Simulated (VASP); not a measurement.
These are PBE GGA, VASP's PBE PAW potentials (set 64) (plane waves; VASP 6.6.1) values and carry that method's errors.

Input for VASP

File KPOINTS:
```
Automatic
0
G
11 11 11
0 0 0
```

### INCAR
```
SYSTEM  =  CoSi2
PREC  =  Accurate; ENCUT  =  300; LREAL  =  .False.
LASPH  =  .True.
EDIFF  =  1E-6; NELM  =  100; ALGO  =  Normal
LMAXMIX  =  4
ISMEAR  =  0; SIGMA  =  0.272
GGA  =  PE
ISIF  =  2
LWAVE  =  .False.; LCHARG  =  .False.
```

POSCAR:
```
CoSi2
1
    0.0000000000     2.6763430000     2.6763430000
    2.6763430000     0.0000000000     2.6763430000
    2.6763430000     2.6763430000     0.0000000000
Co Si
1 2
Direct
  0.0000000000   0.0000000000   0.0000000000
  0.7500000000   0.7500000000   0.7500000000
  0.2500000000   0.2500000000   0.2500000000
```

POTCAR, in this order: Co Si (PBE.64 set). Program: vasp_std.

Question: What will the output report for the number of irreducible k-points (NKPTS), largest plane-wave count, number of space-group operations, FFT grid (NGX, NGY, NGZ)?

Answer: 
number of irreducible k-points (NKPTS): 56
largest plane-wave count: 463
number of space-group operations: 48
FFT grid (NGX, NGY, NGZ): 24 × 24 × 24

The structure comes from a computed database's CoSi2 entry; how it stands against other phases isn't given here. The cell was not relaxed at this level. The run is not spin-polarised, so no magnetic state was tried. The electron count is odd and the run is not spin-polarised, which forces a metal.
